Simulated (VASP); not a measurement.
Method: r2SCAN meta-GGA, VASP's PBE PAW potentials (set 64) (plane waves; VASP 6.6.1).

VASP ran on this input.

### INCAR
```
ALGO=Normal
EDIFF=1E-7
ENCUT=520
ISIF=2
ISMEAR=-5
LASPH=T
LCHARG=F
LEFG=T
LMAXMIX=4
LMIXTAU=T
LORBIT=11
LREAL=Auto
LWAVE=F
METAGGA=R2SCAN
NEDOS=601
NELM=100
PREC=Accurate
SYSTEM=Tl2MoO4
```

**KPOINTS_OPT**
```
k-points along high-symmetry lines
6
Line-mode
Reciprocal
  0.000000   0.000000   0.000000 ! GAMMA
  0.500000   0.000000   0.000000 ! M

  0.500000   0.000000   0.000000 ! M
  0.333333   0.333333   0.000000 ! K

  0.333333   0.333333   0.000000 ! K
  0.000000   0.000000   0.000000 ! GAMMA

  0.000000   0.000000   0.000000 ! GAMMA
  0.000000   0.000000   0.500000 ! A

  0.000000   0.000000   0.500000 ! A
  0.500000   0.000000   0.500000 ! L

  0.500000   0.000000   0.500000 ! L
  0.333333   0.333333   0.500000 ! H

  0.333333   0.333333   0.500000 ! H
  0.000000   0.000000   0.500000 ! A

  0.500000   0.000000   0.500000 ! L
  0.500000   0.000000   0.000000 ! M

  0.333333   0.333333   0.500000 ! H
  0.333333   0.333333   0.000000 ! K
```

File KPOINTS:
```
Automatic mesh
0
Gamma
5 5 3
0 0 0
```

**POSCAR**
```
Tl2MoO4
1.0
  6.1821239199   0.0000000000   0.0000000000
 -3.0910619599   5.3538766767   0.0000000000
  0.0000000000   0.0000000000   8.3205819955
Tl Mo O
4 2 8
Cart
 -0.0000030910   3.5692529024   2.6647670465
  3.0910650510   1.7846237743   5.6558149490
  0.0000000000   0.0000000000   4.1602909977
  0.0000000000   0.0000000000   0.0000000000
  3.0910650510   1.7846237743   1.5246207611
 -0.0000030910   3.5692529024   6.7959612344
 -0.0000000003   1.9072557057   6.1806270441
  3.0910619603   3.4466209710   2.1399549514
  1.4393301637   4.4002488241   6.1806270441
  1.6517317963   0.9536278526   2.1399549514
 -1.4393301642   4.4002488241   6.1806270441
  4.5303921242   0.9536278526   2.1399549514
  3.0910650510   1.7846237743   8.0662647140
 -0.0000030910   3.5692529024   0.2543172815
```

POTCAR, in this order: Tl_d Mo_sv O (PBE.64 set). Program: vasp_std.

Unless said otherwise, spin-orbit coupling is left out, though it shifts the bands of the heavy elements here.

Task: Predict the energy per atom (σ→0), band gap (over mesh and band path).

Result: 
```yaml
energy per atom (σ→0): -24.011 eV/atom
band gap (over mesh and band path): 3.40 eV
```

**OSZICAR**
```
...
DAV:  20    -0.336151481408E+03    0.14032E-06   -0.26944E-06  2072   0.808E-03    0.124E-03
DAV:  21    -0.336151481488E+03   -0.80434E-07   -0.65878E-07  1856   0.418E-03
   1 F= -.33615148E+03 E0= -.33615148E+03  d E =0.000000E+00
       N       E                     dE             ncg
       N       E                     dE             ncg
       N       E                     dE             ncg
       N       E                     dE             ncg
       N       E                     dE             ncg
```

The structure comes from a computed database's Tl2MoO4 entry (P-3m1); how it stands against other phases isn't given here. It was relaxed first.
